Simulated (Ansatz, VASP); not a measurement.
# AgB2: VASP beside Ansatz

```
Ag B
1.0
     3.00137    0.00000    0.00000
    -1.50068    2.59926    0.00000
     0.00000    0.00000    4.02977
Ag B
1 2
Direct
  0.00000 0.00000 0.00000
  0.33333 0.66667 0.50000
  0.66667 0.33333 0.50000
```

The cell comes from a database or a generator and needn't be the stable form of this composition.

Alike in both runs: task single point; functional PBEsol; k mesh 11 × 11 × 7; no spin polarisation.

|  | VASP | Ansatz |
| --- | --- | --- |
| version | VASP 6.6.1 | Ansatz 0.2.0 |
| potentials or method | VASP PAW PBE potentials, release 64 (Ag, B) | plane waves, PAW |
| plane-wave cutoff (eV) | 520 | 653 |
| occupations | methfessel-paxton of order 1, width 0.1 eV | methfessel-paxton of order 1 |
| valence electrons in the cell | 17 | 25 |

```csv
,VASP,Ansatz,Ansatz less VASP
pressure (GPa),-1.7,-1.8,-0.05
largest component of the traceless stress (GPa),2.84,2.66,-0.180
```

The two sets of potentials don't hold the same shells in valence.

Caveats: the PAW data sets were made with another functional, which shifts forces and pressure a little (VASP).
